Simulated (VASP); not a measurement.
```xyz
3
Lattice="1.5056 -2.6078 0.0000 1.5056 2.6078 0.0000 0.0000 0.0000 3.3911" Properties=species:S:1:pos:R:3 pbc="T T T"
Mg     0.0000     0.0000     0.0000
B      1.5056     0.8693     1.6955
B      1.5056    -0.8693     1.6955
```

Calculation: LDA (Ceperley-Alder, Perdew-Zunger), VASP's LDA PAW potentials (set 64) (plane waves; VASP 6.6.1). Run with 620 eV cut-off, 12×12×9 Γ-centred mesh, first-order Methfessel-Paxton smearing of 0.10 eV, potentials Mg B.

Energy and stress use the plane-wave basis of the starting cell.

Task: The ions, cell shape and volume at an external pressure of 10.0 GPa are relaxed. Give the cell that the relaxation ends in.

Result: 
```xyz
3
Lattice="1.4948 -2.5891 0.0000 1.4948 2.5891 0.0000 0.0000 0.0000 3.3484" Properties=species:S:1:pos:R:3 pbc="T T T"
Mg     2.9896     0.0000     0.0000
B      1.4948     0.8630     1.6742
B      1.4948    -0.8630     1.6742
```
Space group P6/mmm (191), at a tolerance of 0.03 Å.

Task: How do energy and volume change from the first to the last step?

Result: The energy (σ→0) changes by +11.0 meV/atom and the volume by -2.7 %, in 4 ionic steps.

```tsv
step	E(σ→0) (eV)	max force (eV/Å)	pressure (GPa)	volume (Å³)
1	-17.2819	0.000	5.00	26.63
2	-17.2235	0.000	13.02	25.58
3	-17.2502	0.000	10.02	25.95
4	-17.2490	0.000	10.00	25.92
```

The compound is MgB2 in the AlB2 type structure. This run relaxes it under an external pressure of 10 GPa. Symmetry was kept, so distortions that lower it aren't found.
